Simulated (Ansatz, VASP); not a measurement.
One calculation of Ca2W, two programs

```
Ca W
1.0
     4.08466    0.00000    0.00000
     0.00000    4.08466    0.00000
     0.00000    0.00000    5.79753
Ca W
2 1
Direct
  0.00000 0.00000 0.50000
  0.50000 0.50000 0.00000
  0.50000 0.50000 0.50000
```

Alike in both runs: task relaxation of cell and atoms; functional PBE; k mesh 12 × 12 × 8; occupations gaussian, width 0.1 eV; no spin polarisation.

|  | VASP | Ansatz |
| --- | --- | --- |
| version | VASP 6.6.1 | Ansatz 0.2.0 |
| potentials or method | VASP PAW PBE potentials, release 64 (Ca_sv, W_sv) | scalar-relativistic, plane waves, PAW |
| plane-wave cutoff (eV) | 600 | 420 |
| valence electrons in the cell | 34 | 34 |

|  | VASP | Ansatz | Ansatz less VASP |
| --- | --- | --- | --- |
| gap on the k mesh at the Fermi level, each at its own relaxed structure (eV) | none | none | - |
| relaxed volume (Å³/atom) | 32.39 | 32.31 | -0.078 |
| relaxed cell length with the largest relative difference (Å) | 5.800 | 5.792 | -0.0076 |

A gap of «none» marks a metal or a gap that the smearing closes.

Spin-orbit coupling is left out, which matters for the levels of W.
